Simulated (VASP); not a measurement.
Here is the system:

```
CELL_PARAMETERS angstrom
      2.08200    -3.60613     0.00000
      2.08200     3.60613     0.00000
      0.00000     0.00000     6.86167
ATOMIC_POSITIONS crystal
  Mg 0.00000 0.00000 0.00000
  I  0.33333 0.66667 0.24382
  I  0.66667 0.33333 0.75618
```

These are rev-vdW-DF2, VASP's PBE PAW potentials (set 64) (plane waves; VASP) values and carry that method's errors. Run with 520 eV cut-off, Gaussian smearing of 0.050 eV, potentials Mg I.

Unless said otherwise, spin-orbit coupling is left out, though it shifts the bands of the heavy elements here.

Give the energies of bands 3 to 11 at the high-symmetry points, in eV from the valence-band maximum.

```
band      Γ      M      K      A      L      H
----  -----  -----  -----  -----  -----  -----
3     -3.55  -3.59  -3.34  -2.68  -3.69  -3.16
4     -0.48  -2.80  -2.37  -1.51  -3.21  -2.77
5     -0.48  -1.89  -2.37  -0.37  -1.22  -2.77
6     -0.10  -1.40  -1.90  -0.37  -1.12  -2.23
7     -0.10  -0.94  -1.27  -0.21  -0.82  -0.55
8      0.00  -0.47  -1.27  -0.21  -0.73  -0.55
9      3.55   3.58   3.79   4.57   3.47   4.75
10     4.73   5.26   7.36   4.81   5.10   5.69
11     6.66   5.43   7.36   6.47   5.68   5.69
```

The gap is indirect, 3.44 eV, from the valence maximum at Γ to the conduction minimum at L-M at 0.33.

The compound is MgI2 in the 1T layered structure. It was relaxed first.
